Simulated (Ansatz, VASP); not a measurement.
# Cross-check of WC (h-BN type (invented)) between VASP and Ansatz

Aim: how closely do two programs agree when they are given the same cell, functional and k mesh? The cell is generated by rule, not measured, and may not be a known phase. Of the first pair: The cell is taken from a series of runs on this material, whose earlier steps may have relaxed, scaled, displaced or heated it; both programs get it as it stands.

Calculated with Ansatz 0.2.0; plane waves, with VASP 6.6.1 beside it; relaxation of cell and atoms at PBEsol.

## Step 1: The structure

Symmetry: P6_3/mmc, No. 194, hexagonal system. The conventional cell has a = 3.588 Å, b = 3.588 Å, c = 4.272 Å, α = 90.00°, β = 90.00°, γ = 120.00°. W has 5 C at 2.07 to 2.14 Å nearest. C has 5 W at 2.07 to 2.14 Å nearest. Farther neighbours are not listed.

Structure file:

```cif
data_structure
_symmetry_space_group_name_H-M 'P6_3/mmc'
_symmetry_Int_Tables_number 194
_cell_length_a 3.5883
_cell_length_b 3.5883
_cell_length_c 4.2723
_cell_angle_alpha 90.000
_cell_angle_beta 90.000
_cell_angle_gamma 120.000
_cell_volume 47.64
loop_
_atom_site_label
_atom_site_type_symbol
_atom_site_symmetry_multiplicity
_atom_site_Wyckoff_symbol
_atom_site_fract_x
_atom_site_fract_y
_atom_site_fract_z
_atom_site_occupancy
W1 W 2 c 0.33333 0.66667 0.25000 1
C1 C 2 d 0.66667 0.33333 0.25000 1
```

## Step 2: VASP: relaxation of cell and atoms, PBEsol, pair 1

The relaxed volume is the usual yardstick between codes: in a stiff, nearly cubic crystal its relative difference is about their pressure difference at one cell divided by the bulk modulus.

Lines of VASP's logs that name or quote its potential files are left out, and so is its time.

INCAR

```
SYSTEM = WC
PREC = Accurate
ENCUT = 600
EDIFF = 1E-07
NELM = 120
ISMEAR = 0
SIGMA = 0.1
LREAL = .FALSE.
ALGO = Normal
GGA = PS
NBANDS = 16
LASPH = .TRUE.
LORBIT = 11
LWAVE = .FALSE.
LCHARG = .FALSE.
ISIF = 3
IBRION = 2
NSW = 80
EDIFFG = -0.005
GGA_COMPAT = .FALSE.
NELMIN = 4
KPAR = 2
```

POSCAR

```
WC
1.0
    3.5882860000      0.0000000000      0.0000000000
   -1.7941430000      3.1075470000      0.0000000000
    0.0000000000      0.0000000000      4.2722660000
W C
2 2
Direct
    0.3333333333      0.6666666667      0.2500001170
    0.6666666667      0.3333333333      0.7500001170
    0.6666666667      0.3333333333      0.2500001170
    0.3333333333      0.6666666667      0.7500001170
```

KPOINTS

```
Automatic mesh
0
Gamma
15 15 10
0 0 0
```

PAW data sets: W and C (PBE family, release 64).

Run with:

```
$ mpirun -np 2 vasp_std
```

Numbers of over 12 decimals in the logs are rounded to 6 here.

The log of the run:

```text
[banner, memory and clock lines left out]
running    2 mpi-ranks, on    1 nodes
 distrk:  each k-point on    1 cores,    2 groups
 distr:  one band on    1 cores,    1 groups

 POSCAR found type information on POSCAR W C
 POSCAR found :  2 types and       4 ions
|                                                                             |
|               ----> ADVICE to this user running VASP <----                  |
|                                                                             |
|     You enforced a specific xc type in the INCAR file but a different       |
|     [... a line on the potential file left out ...]
|     I HOPE YOU KNOW WHAT YOU ARE DOING!                                     |
|                                                                             |

 LDA part: xc-table for (Slater+PW92), standard interpolation
 POSCAR, INCAR and KPOINTS ok, starting setup
 FFT: planning ... GRIDC
 FFT: planning ... GRID_SOFT
 FFT: planning ... GRID
 WAVECAR not read
 entering main loop
       N       E                     dE             d eps       ncg     rms          rms(c)
DAV:   1     0.844904474881E+02    0.84490E+02   -0.10425E+04  5184   0.128E+03
DAV:   2    -0.449929383470E+02   -0.12948E+03   -0.12428E+03  6944   0.303E+02
DAV:   3    -0.530091281006E+02   -0.80162E+01   -0.78405E+01  7312   0.643E+01
DAV:   4    -0.531523588777E+02   -0.14323E+00   -0.14306E+00  6040   0.981E+00
DAV:   5    -0.531553529881E+02   -0.29941E-02   -0.29931E-02  7280   0.123E+00    0.487E+01
DAV:   6    -0.465621514505E+02    0.65932E+01   -0.32882E+01  6960   0.334E+01    0.167E+01
DAV:   7    -0.463897470239E+02    0.17240E+00   -0.13537E+00  5848   0.878E+00    0.111E+01
DAV:   8    -0.463329778323E+02    0.56769E-01   -0.16462E-01  6808   0.287E+00    0.131E+00
DAV:   9    -0.463219382423E+02    0.11040E-01   -0.59613E-02  7504   0.149E+00    0.192E-01
DAV:  10    -0.463217101172E+02    0.22813E-03   -0.27781E-03  6640   0.398E-01    0.268E-01
DAV:  11    -0.463216964767E+02    0.13640E-04   -0.83379E-05  6744   0.747E-02    0.256E-02
DAV:  12    -0.463216959422E+02    0.53458E-06   -0.21169E-06  6656   0.101E-02    0.141E-02
DAV:  13    -0.463216958622E+02    0.79936E-07   -0.18757E-06  6896   0.770E-03    0.201E-03
DAV:  14    -0.463216958367E+02    0.25536E-07   -0.62642E-08  3496   0.204E-03
   1 F= -.46321696E+02 E0= -.46316516E+02  d E =-.463217E+02
[...]
2 F= -.46320566E+02 E0= -.46315429E+02  d E =0.113031E-02
[...]
3 F= -.46322003E+02 E0= -.46316836E+02  d E =-.307577E-03
[...]
4 F= -.46322003E+02 E0= -.46316836E+02  d E =-.307472E-03
[...]
5 F= -.46321999E+02 E0= -.46316857E+02  d E =0.444764E-05
 trial-energy change:    0.000004  1 .order    0.000006   -0.000089    0.000102
 step:   0.4163(harm=  0.4032)  dis= 0.00000  next Energy=   -46.322025 (dE=-0.216E-04)
 bond charge predicted
       N       E                     dE             d eps       ncg     rms          rms(c)
DAV:   1    -0.463220510035E+02   -0.52201E-04   -0.15340E-03  5320   0.279E-01    0.359E-02
DAV:   2    -0.463220323455E+02    0.18658E-04   -0.34465E-05  7416   0.474E-02    0.238E-02
DAV:   3    -0.463220249150E+02    0.74305E-05   -0.14081E-05  6448   0.236E-02    0.420E-03
DAV:   4    -0.463220249280E+02   -0.12979E-07   -0.80108E-07  5952   0.726E-03
   6 F= -.46322025E+02 E0= -.46316870E+02  d E =-.216192E-04
 curvature:  -0.21 expect dE=-0.341E-07 dE for cont linesearch -0.142E-07
 trial: gam= 0.00000 g(F)=  0.186E-44 g(S)=  0.159E-06 ort =-0.269E-05 (trialstep = 0.775E+00)
 search vector abs. value=  0.159E-06
 reached required accuracy - stopping structural energy minimisation
```

From OUTCAR (step 2):

```text
ion  position               nearest neighbor table
   1  0.333  0.667  0.250-   3 2.07   3 2.07   3 2.07   4 2.14   4 2.14   2 2.98   2 2.98   2 2.98
                             2 2.98   2 2.98   2 2.98
   2  0.667  0.333  0.750-   4 2.07   4 2.07   4 2.07   3 2.14   3 2.14   1 2.98   1 2.98   1 2.98
                             1 2.98   1 2.98   1 2.98
   3  0.667  0.333  0.250-   1 2.07   1 2.07   1 2.07   2 2.14   2 2.14
   4  0.333  0.667  0.750-   2 2.07   2 2.07   2 2.07   1 2.14   1 2.14

  LATTYP: Found a hexagonal cell.
 ALAT       =     3.5882860000
 C/A-ratio  =     1.1906146834

 Subroutine GETGRP returns: Found 24 space group operations
 (whereof 12 operations were pure point group operations)

The static configuration has the point symmetry D_3d.
 The point group associated with its full space group is D_6h.

 Found    162 irreducible k-points:

   k-points           NKPTS =    162   k-points in BZ     NKDIM =    162   number of bands    NBANDS=     16

   dimension x,y,z NGX =    30 NGY =   30 NGZ =   36
   dimension x,y,z NGXF=    60 NGYF=   60 NGZF=   72

   ENCUT  =  600.0 eV  44.10 Ry    6.64 a.u.   7.17  7.17  8.53*2*pi/ulx,y,z

   NELECT =      20.0000    total number of electrons

 k-points in reciprocal lattice and weights: Automatic mesh
   0.00000000  0.00000000  0.00000000       0.000
   0.06666667  0.00000000  0.00000000       0.003
   0.13333333  0.00000000  0.00000000       0.003
   0.20000000  0.00000000  0.00000000       0.003
   0.26666667  0.00000000  0.00000000       0.003
   0.33333333  0.00000000  0.00000000       0.003
   0.40000000  0.00000000  0.00000000       0.003
   0.46666667  0.00000000  0.00000000       0.003
   0.06666667  0.06666667  0.00000000       0.003
[...]
0.33333333  0.26666667  0.50000000       0.005
   0.33333333  0.33333333  0.50000000       0.001

 average (electrostatic) potential at core
       1 -38.3399       2 -38.3399       3 -47.8685       4 -47.8685

 E-fermi :   7.8317

 k-point     1 :       0.0000    0.0000    0.0000
  band No.  band energies     occupation
    ...
      7       3.1801      2.00000
      8       5.1437      2.00000
      9       5.1437      2.00000
     10       6.9664      2.00000
     11       7.1700      2.00000
     12       9.0318      0.00000
     13       9.0318      0.00000
     14      11.4683      0.00000
     15      13.5478      0.00000
     16      14.5906      0.00000

 k-point     2 :       0.0667    0.0000    0.0000
  band No.  band energies     occupation
    ...
      7       3.1458      2.00000
      8       4.9615      2.00000
      9       5.0816      2.00000
     10       7.1079      2.00000
     11       7.3459      2.00000
     12       9.1137      0.00000
     13       9.1209      0.00000
     14      11.5275      0.00000
     15      13.5612      0.00000
     16      14.2240      0.00000

 k-point     3 :       0.1333    0.0000    0.0000
  band No.  band energies     occupation
    ...
      7       3.0507      2.00000
      8       4.5630      2.00000
      9       4.9182      2.00000
     10       7.4621      2.00000
     11       7.7165      1.89648
     12       9.3323      0.00000
     13       9.3804      0.00000
     14      11.6263      0.00000
     15      13.0337      0.00000
     16      13.4231      0.00000

  Total       -0.0024903     -0.0024903      0.0008900      0.0000000      0.0000000      0.0000000
  in kB       -0.0835539     -0.0835540      0.0298620      0.0000000      0.0000000      0.0000000
  external PRESSURE =      -0.0457486 kB  Pullay stress =       0.0000000 kB

  energy-cutoff  :      600.00
  volume of cell :       47.75
      direct lattice vectors                 reciprocal lattice vectors
     3.592692960  0.000000000  0.000000000     0.278342739  0.160701247  0.000000000
    -1.796346480  3.111363540 -0.000000000    -0.000000000  0.321402494  0.000000000
    -0.000000000 -0.000000000  4.271940342    -0.000000000  0.000000000  0.234085666

 POSITION                                       TOTAL-FORCE (eV/Angst)
 -----------------------------------------------------------------------------------
     -0.00000      2.07424      1.06799         0.000000      0.000000      0.000000
      1.79635      1.03712      3.20396        -0.000000      0.000000      0.000000
      1.79635      1.03712      1.06799        -0.000000      0.000000      0.000000
     -0.00000      2.07424      3.20396         0.000000     -0.000000      0.000000
 -----------------------------------------------------------------------------------
    total drift:                                0.000000     -0.000000     -0.000125

  FREE ENERGIE OF THE ION-ELECTRON SYSTEM (eV)
  ---------------------------------------------------
  free  energy   TOTEN  =       -46.3220249280 eV

  energy  without entropy=      -46.3117145762  energy(sigma->0) =      -46.31686975

 reached required accuracy - stopping structural energy minimisation

 total charge
# of ion       s       p       d       tot
------------------------------------------
    1        0.622   0.754   4.487   5.864
    2        0.622   0.754   4.487   5.864
    3        0.866   1.592   0.000   2.457
    4        0.866   1.592   0.000   2.457
--------------------------------------------------
tot          2.976   4.692   8.975  16.643

[... 3 further parts left out ...]
```

## Step 3: Ansatz: relaxation of cell and atoms, PBEsol, pair 1

Ansatz runs on its default PAW (the set named soft_2) files.

The same cell, functional, mesh and smearing now go to Ansatz, which takes its cutoff from its data sets.

input.yaml

```yaml
crystal:
  lattice:
    - [3.5882864531, 2.612e-07, 0.0]
    - [-1.7941434528, 3.1075470939, 0.0]
    - [0.0, 0.0, 4.2722664749]
  atoms:
    - { symbol: W, position: [0.3333333333, 0.6666666667, 0.25] }
    - { symbol: W, position: [0.6666666667, 0.3333333333, 0.75] }
    - { symbol: C, position: [0.6666666667, 0.3333333333, 0.25] }
    - { symbol: C, position: [0.3333333333, 0.6666666667, 0.75] }
kpoints:
  mp_grid: { grid: [15, 15, 10] }
hamiltonian:
  xc: pbesol
scf:
  occupations: { method: gaussian, width: 0.1 }
output:
  forces: true
  stress: true
  eigenvalues: true
  write_density: true
  write_potential: true
  elf: true
  volumetric_format: npy
relax:
  adjacent_minimum: "off"
  f_tol: 0.005
  max_steps: 80
  cell: { stress_tol: 0.05 }
```

Run with:

```
$ ansatz run input.yaml --threads 2 --pin off --max-ram 5120MiB --backend cpu --events-out ev --progress --plain --runs-dir out
```

The log of the run:

```text
Engine: ansatz 0.2.0, aarch64-unknown-linux-gnu
Pseudopotentials: kind: paw
Pseudopotential: W, paw, valence charge 14, recommended cutoff 420 eV (normal), W.paw.azcp
Pseudopotential: C, paw, valence charge 4, recommended cutoff 420 eV (normal), C.paw.azcp
Functional definition: PBEsol
  exchange = pbesol_x
  correlation = pbesol_c
Crystal: 4 atoms, lattice volume = 47.639 Å³
Basis set: ecut = 420 eV, 921 PW (Γ), exchange–correlation on 48×48×60 points (8 copies of the dense FFT grid, shifted against one another)
Bands: 22, of which v1, the nominal top of the filled ones, is band 18 counted from 1 (17 counted from 0)
Symmetry: 24 space group operations
Space group: P63/mmc (ITA 194), of the structure as read, at distance tolerance 3.6e-5 Å
k-points: 162 of 2250
Non-local potential: W, projectors of the file, l = 0: 3, l = 1: 2, l = 2: 2, l = 3: 1
Non-local potential: C, projectors of the file, l = 0: 2, l = 1: 2, l = 2: 1
PAW form: soft (Blöchl's): semilocal exchange-correlation on the pseudo side does not see the compensation charge
PAW frozen core: W, regenerated for the run's functional, and the local potential with it (the file was generated under x = pbe(κ = 0.804, μ = 0.219515), c = pbe(β = 0.066725))
PAW frozen core: C, regenerated for the run's functional, and the local potential with it (the file was generated under x = pbe(κ = 0.804, μ = 0.219515), c = pbe(β = 0.066725))
PAW one-centre angular grid: W, 590 points (default); XC on 64 Gauss nodes
PAW one-centre angular grid: C, 110 points (default); XC on 64 Gauss nodes
Initial density: superposition of atomic densities (neutral atoms: chi_scale 0, normalization atom), corrected by the library's trained network
Initial wavefunctions: pseudopotential atomic-orbital guess
Functional: x = pbesol(κ = 0.804, μ = 0.123457), c = pbesol(β = 0.046)
SCF iter   1: F=—  HF=-21005.893132 eV  |F-HF|=—  |Δ(HF+E_count)|=         —  Δρ=1.22e-2  dr2=4.49e-2  ethr=1.77e-3  ⟨swp⟩=5.6  Hψ=16448  notcnv=0
preconditioner: auto → Kerker (q_TF=auto, 2.604 Å⁻¹)  [metal: Δε(μ)=0.005 eV  Ē_g=8.036 eV  σ=0.100 eV  W_gap=0.03  n_scr=20 (ndim 8)  ℏωp=24.1 eV  f_vac=0.000  D(μ)=2.12/eV (n_scr^D=20)]
SCF iter   2: F=—  HF=-21005.884512 eV  |F-HF|=—  |Δ(HF+E_count)|=   8.62e-3  Δρ=5.61e-3  dr2=6.55e-3  ethr=1.25e-4  ⟨swp⟩=1.0  Hψ=4864  notcnv=0
SCF iter   3: F=—  HF=-21005.883251 eV  |F-HF|=—  |Δ(HF+E_count)|=   1.26e-3  Δρ=1.71e-3  dr2=6.68e-4  ethr=1.82e-5  ⟨swp⟩=1.9  Hψ=4800  notcnv=0
SCF iter   4: F=—  HF=-21005.883154 eV  |F-HF|=—  |Δ(HF+E_count)|=   9.71e-5  Δρ=1.78e-4  dr2=6.26e-6  ethr=1.86e-6  ⟨swp⟩=2.5  Hψ=6077  notcnv=0
SCF iter   5: F=—  HF=-21005.883187 eV  |F-HF|=—  |Δ(HF+E_count)|=   3.28e-5  Δρ=2.86e-5  dr2=3.64e-7  ethr=1.74e-8  ⟨swp⟩=2.1  Hψ=5280  notcnv=0
SCF iter   6: F=-21005.883187 eV  HF=-21005.883187 eV  |F-HF|=4.18e-9  |Δ(HF+E_count)|=   4.38e-8  Δρ=5.61e-6  dr2=1.23e-8  ethr=2.78e-10  ⟨swp⟩=11.2  Hψ=25942  notcnv=0
SCF 1 converged in 6 iterations: F = -21005.883187 eV  dr2 = 1.23e-8
  greatest PAW one-centre occupation: 1.000 electrons in one spin orbital (limit 2), on the W atom at site 1 (counted from 0), in its partial waves of l = 0
relax step   1: F+E_penalty+E_count = -21005.88318676 eV  Δ(F+E_penalty+E_count) = +0.000e0 eV  max|allowed force component| = 2.128e-16 eV/Å  Δτ_max = 0.0000 Å  P = -0.154 GPa  Ω = 47.639 Å³  (6 SCF iters, dr2 threshold 1.00e-7 eV, accepted)
[...]
relax step   2: F+E_penalty+E_count = -21005.88324595 eV  Δ(F+E_penalty+E_count) = -5.919e-5 eV  max|allowed force component| = 4.528e-16 eV/Å  Δτ_max = 0.0000 Å  P = +0.045 GPa  Ω = 47.610 Å³  energy of the carried Pulay correction = +4.860e-5 eV  (4 SCF iters, dr2 threshold 1.12e-7 eV, accepted)
[...]
relax step   3: F+E_penalty+E_count = -21005.88323589 eV  Δ(F+E_penalty+E_count) = +1.005e-5 eV  max|allowed force component| = 2.787e-16 eV/Å  Δτ_max = 0.0000 Å  P = +0.001 GPa  Ω = 47.617 Å³  energy of the carried Pulay correction = +3.759e-5 eV  (4 SCF iters, dr2 threshold 6.33e-9 eV, accepted)
[...]
relax step   4: F+E_penalty+E_count = -21005.88320163 eV  Δ(F+E_penalty+E_count) = +3.426e-5 eV  max|allowed force component| = 3.811e-16 eV/Å  Δτ_max = 0.0000 Å  P = -0.000 GPa  Ω = 47.617 Å³  stress off target by 3.39e-3 GPa  SCF on the basis re-selected at this cell (its energy is not comparable with the rows above)  (4 SCF iters)
basis re-selected at this cell: Δ(F+E_penalty+E_count) = +3.426e-5 eV, ΔP = -0.001 GPa vs the last step (what re-selecting the basis moved, of the pressure what is left beyond the Pulay correction that the steps carried, after the strain that the cell walked since its last selection, with what the two solves' SCF thresholds leave and, on support functions, any second-order correction that the steps lacked; it is no m [...]
SCF converged after 4 iterations
Free energy (F): -21005.883202 eV
Harris-Foulkes:  -21005.883202 eV  (|F-HF|=1.09e-11)
Internal energy: -21005.872722 eV  (E = F + TS)
E sigma→0 (E₀):  -21005.877962 eV
Entropy (-TS):   -0.010480 eV (-2.620 meV/atom)
Fermi energy:    18.562620 eV
--- Per-component energies (eV) ---
  E_band       = -226.278352
  E_kinetic    = 1083.947457
  E_local      = -1752.584217  (includes V_loc(G=0)·N_el)
  E_nonlocal   = 60.567914
  E_hartree    = 623.676977
  E_xc         = -627.143137
  E_vxc        = -597.609318  (∫ρ·V_xc dr)
  E_paw        = -17062.853262  (= ΣΔE_a)
  E_vpaw       = -267.954112  (= ΣTr[D̂ρ^β])
  E_aug_tail   = -0.000134  (compensation charges beyond the density's cutoff)
  E_ewald      = -3331.970105
  E_core_change = 0.485785  (= ΣΔE_core)
  E_smearing   = -0.010480  (= −TS)
  E_closure    = -0.000000  (closes the sum)
  Σ components = -21005.883202   (vs F -21005.883202, Δ=0.00e0)
--- Forces (eV/Å), atoms counted from 1 ---
  atom   1  W      0.00000000     0.00000000     0.00000000
  atom   2  W     -0.00000000    -0.00000000    -0.00000000
  atom   3  C      0.00000000     0.00000000     0.00000000
  atom   4  C     -0.00000000    -0.00000000    -0.00000000
  max |Σ_I F_I| component: 3.01e-17 eV/Å
--- Stress (GPa, compression-positive) ---
        0.001470      -0.000000       0.000000
       -0.000000       0.001470      -0.000000
        0.000000      -0.000000      -0.003391
  P = ⅓ Tr σ = -0.0002 GPa (-0.002 kbar)
--- Band table (eV; the first three rows and the last of 162) ---
  k-point 0: bands = [... 14 lower, 13.9749, 15.8771, 15.8771, 17.7043, 17.8257, 19.7770, 19.7770, 22.1144]
  k-point 1: bands = [... 14 lower, 13.6631, 16.1076, 16.1076, 16.3601, 18.8281, 19.8734, 19.8734, 22.6476]
  k-point 2: bands = [... 14 lower, 12.9292, 14.8962, 16.7162, 16.7162, 19.5005, 20.0831, 20.0831, 23.7490]
  k-point 161: bands = [... 14 lower, 13.3322, 13.3322, 16.5158, 16.5158, 20.2010, 20.2010, 20.7908, 20.7908]
--- Relaxed structure (3 steps of the walk, 3 accepted, 1 SCFs on fresh bases) ---
  F+E_penalty+E_count = -21005.88320163 eV   max|allowed force component| = 3.811e-16 eV/Å   (the final SCF, on the basis selected at the relaxed cell)
  cell:  # Å, volume = 47.6166 Å³
    - [3.587825, 2.611919176443964e-7, 0]
    - [-1.793913, 3.107148, 0]
    - [0, 0, 4.271349]
  atoms:
    - { symbol: W, position: [0.333333, 0.666667, 0.250000] }
    - { symbol: W, position: [0.666667, 0.333333, 0.750000] }
    - { symbol: C, position: [0.666667, 0.333333, 0.250000] }
    - { symbol: C, position: [0.333333, 0.666667, 0.750000] }
```

## Step 4: Side by side

Known differences besides the potentials themselves: the data sets hold 36 valence electrons in Ansatz (on its default PAW (the set named soft_2) files) and 20 in VASP; the cutoff is 420 eV in Ansatz and 600 eV in VASP; Ansatz makes its cores anew for this functional, VASP keeps those of its PBE data sets; Ansatz adds a Pulay correction to the stress that steers its cell, VASP none. Total energies have different zeros and are not compared.

The two programs side by side:

```tsv
quantity	Ansatz	VASP	difference
volume (Å³)	47.62	47.75	-0.28 %
edge a after relaxation, in the typed setting (Å)	3.588	3.593	-0.14 %
edge c after relaxation, in the typed setting (Å)	4.271	4.272	-0.01 %
```

(Part 1 of 2 ends here.)

[Lines on the potential files, build, host, timing and source positions are cut from VASP's logs without a mark.]

[Logs are printed without paths, hosts, clocks, repeated set-up lines and the standing remarks that a program may print on its own settings, such as how far it seeks lower states.]

[Hosts, paths, dates, database ids (printed as entryN), source tags and the programs' standing remarks are cut or masked in the printed files.]
